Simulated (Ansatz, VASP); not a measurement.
## Two plane-wave programs on SiBi2Te5

```
Si Bi Te
1.0
     4.21893    0.00000    0.00000
    -2.10947    3.65370    0.00000
     0.00000    0.00000   16.70480
Si Bi Te
1 2 5
Cartesian
  0.0000 0.0000 8.3524
  0.0000 2.4358 2.1467
  2.1095 1.2179 14.5581
  0.0000 2.4358 6.8859
  2.1095 1.2179 9.8189
  2.1095 1.2179 4.0024
  0.0000 2.4358 12.7024
  0.0000 0.0000 0.0000
```

Alike in both runs: functional PBE; k mesh 5 × 5 × 1; occupations gaussian, width 0.2 eV; no spin polarisation.

Ansatz relaxed the structure, and its values are those at the end. VASP's run is a single point on that final structure, the one shown.

|  | VASP | Ansatz |
| --- | --- | --- |
| version | VASP 6.6.1 | Ansatz 0.2.0 |
| potentials or method | VASP PAW PBE potentials, release 64 (Si, Bi_d, Te) | scalar-relativistic, plane waves, PAW |
| plane-wave cutoff (eV) | 520 | 420 |
| valence electrons in the cell | 64 | 114 |

VASP gave:

```
gap on the k mesh at the Fermi level (eV) : none
pressure (GPa)                            : 0.0
rms of the force components (eV/Å)        : 0.005
```

Task: Estimate Ansatz's values.

Result: gap on the k mesh at the Fermi level (eV): none; pressure (GPa): 0.0; rms of the force components (eV/Å): 0.009.

A gap of «none» marks a metal or a gap that the smearing closes. With one functional, cell and mesh, what is left measures potentials, basis and numerics. The two sets of potentials don't hold the same shells in valence.

Caveats: the k mesh is coarse (spacing up to 0.38 Å⁻¹), so the values aren't converged; spin-orbit coupling is left out, which moves the levels of the heavy elements; this functional lacks dispersion, which binds the layers, so the pressure and a relaxed spacing across them are unreliable.
